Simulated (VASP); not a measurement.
Level of theory: LDA (Ceperley-Alder, Perdew-Zunger), VASP's LDA PAW potentials (set 64) (plane waves; VASP).

Input for VASP

### KPOINTS
```
kpoints
0
Gamma
  14 14 14
0 0 0
```

**INCAR**
```
# general
SYSTEM =ZrC
PREC   =Accurate
ENCUT  =620
LREAL  =.FALSE.
LASPH  =.TRUE.

# electronic loop
EDIFF  =1E-6
NELM   =100
ALGO   =Normal
LMAXMIX=4

# smearing
ISMEAR =1
SIGMA  =0.1

# ions
IBRION =2
NSW    =40
ISIF   =3
EDIFFG =-0.02
PSTRESS=50

# output
LWAVE  =.FALSE.
LCHARG =.FALSE.
```

File POSCAR:
```
ZrC
1
    0.0000000000     2.3076483148     2.3076483148
    2.3076483148     0.0000000000     2.3076483148
    2.3076483148     2.3076483148    -0.0000000000
Zr C
1 1
Direct
  0.0000000000   0.0000000000   0.0000000000
  0.5000000000   0.5000000000   0.5000000000
```

POTCAR, in this order: Zr_sv C (LDA.64 set). Program: vasp_std.

The run wrote:

OSZICAR:
```
       N       E                     dE             d eps       ncg     rms          rms(c)
DAV:   1     0.123291605183E+03    0.12329E+03   -0.10036E+04  2496   0.156E+03
DAV:   2    -0.180345205107E+02   -0.14133E+03   -0.13333E+03  2876   0.361E+02
DAV:   3    -0.244273101673E+02   -0.63928E+01   -0.62824E+01  3556   0.698E+01
DAV:   4    -0.246778941406E+02   -0.25058E+00   -0.25036E+00  3304   0.130E+01
DAV:   5    -0.246839854787E+02   -0.60913E-02   -0.60910E-02  3528   0.175E+00    0.238E+01
DAV:   6    -0.214372647922E+02    0.32467E+01   -0.15915E+01  2820   0.285E+01    0.944E+00
DAV:   7    -0.212929007387E+02    0.14436E+00   -0.73037E-01  2936   0.722E+00    0.694E+00
DAV:   8    -0.212769769088E+02    0.15924E-01   -0.14348E-01  2680   0.320E+00    0.170E+00
DAV:   9    -0.212719544148E+02    0.50225E-02   -0.31581E-02  2944   0.115E+00    0.473E-01
DAV:  10    -0.212720424756E+02   -0.88061E-04   -0.18385E-03  3008   0.535E-01    0.356E-01
DAV:  11    -0.212718667104E+02    0.17577E-03   -0.62474E-04  2732   0.195E-01    0.171E-02
DAV:  12    -0.212718657255E+02    0.98484E-06   -0.10234E-05  3540   0.350E-02    0.970E-03
DAV:  13    -0.212718655438E+02    0.18175E-06   -0.30805E-07  1540   0.529E-03
   1 F= -.20504860E+02 E0= -.20504789E+02  d E =-.205049E+02
```

File OUTCAR:
```
------------------------ aborting loop because EDIFF is reached ----------------------------------------
  FORCE on cell =-STRESS in cart. coord.  units (eV):
  Direction    XX          YY          ZZ          XY          YZ          ZX
  --------------------------------------------------------------------------------------
  Total        0.7565211      0.7565211      0.7565211     -0.0000000      0.0000000     -0.0000000
  in kB       49.3165605     49.3165605     49.3165605     -0.0000000      0.0000000     -0.0000000
  external PRESSURE =      -0.6834395 kB  Pullay stress =      50.0000000 kB
  volume of cell :       24.58
      direct lattice vectors                 reciprocal lattice vectors
     0.000000000  2.307648315  2.307648315    -0.216670797  0.216670797  0.216670797
     2.307648315  0.000000000  2.307648315     0.216670797 -0.216670797  0.216670797
     2.307648315  2.307648315  0.000000000     0.216670797  0.216670797 -0.216670797
 POSITION                                       TOTAL-FORCE (eV/Angst)
 -----------------------------------------------------------------------------------
      0.00000      0.00000      0.00000        -0.000000      0.000000     -0.000000
      2.30765      2.30765      2.30765         0.000000     -0.000000      0.000000
 -----------------------------------------------------------------------------------
    total drift:                                0.000000      0.000000      0.000000
  FREE ENERGIE OF THE ION-ELECTRON SYSTEM (eV)
  ---------------------------------------------------
  free  energy   TOTEN  =       -21.2718655438 eV

  energy  without entropy=      -21.2716507881  energy(sigma->0) =      -21.27179396
  enthalpy is  TOTEN    =       -20.5048603815 eV   P V=        0.7670051623

 reached required accuracy - stopping structural energy minimisation
```
(Selected blocks of OUTCAR.)

The compound is ZrC in the rock salt structure. It was relaxed first under an external pressure of 5 GPa.
